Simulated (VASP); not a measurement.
GdO:

```
CELL_PARAMETERS angstrom
2.80181 0.00000 0.00000
0.00000 2.80181 0.00000
0.00000 0.00000 2.80181
ATOMIC_POSITIONS crystal
Gd 0.00000 0.00000 0.00000
O 0.50000 0.50000 0.50000
```

The cell comes from a database or a generator and needn't be the stable form of this composition.

Base run:

```yaml
Program: VASP 6.6.1
Functional: PBE
Potentials_or_basis: VASP PAW PBE potentials, release 64 (Gd, O)
Cutoff: 520 eV
k_mesh: 7 × 7 × 7
Occupations: gaussian, width 0.05 eV
Spin: collinear spin, zero start
Starting_moments: "[0.0, 0.0] μB"
```

Its results: pressure 42.9 GPa; net moment 0.98 μB per cell; site moments Gd +0.94; O -0.01 μB.

**Question.** The run is repeated on the same cell with these changes: further incar settings from ALGO = Normal; EDIFF = 1e-07; NBANDS = 23 to ALGO = Normal; EDIFF = 1e-06; hubbard terms from none to Gd f U = 3 eV. What comes out?

**Answer.** Pressure 51.3 GPa; net moment 7.07 μB per cell; site moments Gd +6.84; O -0.02 μB.

Caveats: a pressure of tens of GPa on the cell as given is suspect, and the run, the potentials or the cell itself is likely at fault; a cell with one magnetic atom can't hold antiferromagnetic order, which such compounds often take.

Not every run made on this cell is shown here.
